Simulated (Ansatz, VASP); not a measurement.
## ZrP2O2: VASP beside Ansatz

```
Zr P O
1.0
     3.26035    0.00000    0.00000
    -1.63017    2.82354    0.00000
     0.00000    0.00000    9.97184
Zr P O
1 2 2
Cartesian
  0.0000 0.0000 4.9859
  1.6302 0.9412 0.6201
  0.0000 1.8824 9.3517
  0.0000 1.8824 5.9523
  1.6302 0.9412 4.0195
```

Alike in both runs: task relaxation of cell and atoms; functional PBE; dispersion D3(BJ); k mesh 12 × 12 × 4; occupations gaussian, width 0.02 eV; no spin polarisation.

|  | VASP | Ansatz |
| --- | --- | --- |
| version | VASP 6.6.1 | Ansatz 0.2.0 |
| potentials or method | VASP PAW PBE potentials, release 64 (Zr_sv, P, O) | scalar-relativistic, plane waves, PAW |
| plane-wave cutoff (eV) | 600 | 420 |
| valence electrons in the cell | 34 | 34 |

VASP gave:

```
gap on the k mesh at the Fermi level, each at its own relaxed structure (eV) : 1.85
relaxed volume (Å³/atom)                                                     : 18.35
relaxed cell length with the largest relative difference (Å)                 : 9.984
```

Problem. Which values does Ansatz return?

Solution. gap on the k mesh at the Fermi level, each at its own relaxed structure (eV): 1.85; relaxed volume (Å³/atom): 18.48; relaxed cell length with the largest relative difference (Å): 10.058.

A k mesh can miss the band edges.
